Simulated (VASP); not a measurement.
VASP input:

POSCAR:
```
CoGa
1
    2.8986832491     0.0000000000     0.0000000000
    0.0000000000     2.8986832491     0.0000000000
    0.0000000000     0.0000000000     2.8986832491
Ga Co
1 1
Direct
  0.5000000000   0.5000000000   0.5000000000
  0.0000000000   0.0000000000   0.0000000000
```

KPOINTS:
```
kpoints
0
G
  13 13 13
```

### INCAR
```
AGGAC  =  0.0
ALGO  =  Normal
EDIFF  =  1E-7
ENCUT  =  520
GGA  =  CX
ISIF  =  2
ISMEAR  =  1
LASPH  =  .TRUE.
LCHARG  =  .FALSE.
LMAXMIX  =  4
LREAL  =  .FALSE.
LUSE_VDW  =  .TRUE.
LWAVE  =  .FALSE.
NELM  =  100
PREC  =  Accurate
SIGMA  =  0.1
SYSTEM  =  CoGa
```

POTCAR, in this order: Ga_d Co (PBE.64 set). Program: vasp_std.

Problem. Write an equivalent input for Quantum ESPRESSO's pw.x.

Solution. One equivalent input (not run):
```
&CONTROL
  calculation = 'scf'
  pseudo_dir = './pseudo'
  outdir = './out'
  tprnfor = .true.
  tstress = .true.
/
&SYSTEM
  ibrav = 0
  nat = 2
  ntyp = 2
  ecutwfc = 96
  occupations = 'smearing'
  smearing = 'methfessel-paxton'
  degauss = 0.00735
  input_dft = 'vdw-df-cx'
/
&ELECTRONS
  conv_thr = 7.3e-09
  electron_maxstep = 100
/
ATOMIC_SPECIES
  Ga 69.723 Ga.upf
  Co 58.933 Co.upf
CELL_PARAMETERS angstrom
     2.8986832    0.0000000    0.0000000
     0.0000000    2.8986832    0.0000000
     0.0000000    0.0000000    2.8986832
ATOMIC_POSITIONS crystal
  Ga   0.5000000  0.5000000  0.5000000
  Co   0.0000000  0.0000000  0.0000000
K_POINTS automatic
  13 13 13 0 0 0
```
What does not carry over: the potentials are each code's own (VASP's PAW set, PseudoDojo norm-conserving files in pw.x), so ENCUT and ecutwfc are chosen apart and not converted; conv_thr bounds pw.x's estimated SCF error, while EDIFF bounds the energy change between steps.

The compound is CoGa in the CsCl type structure. This cell is one point of a volume scan, at 1.06 of the reference volume.
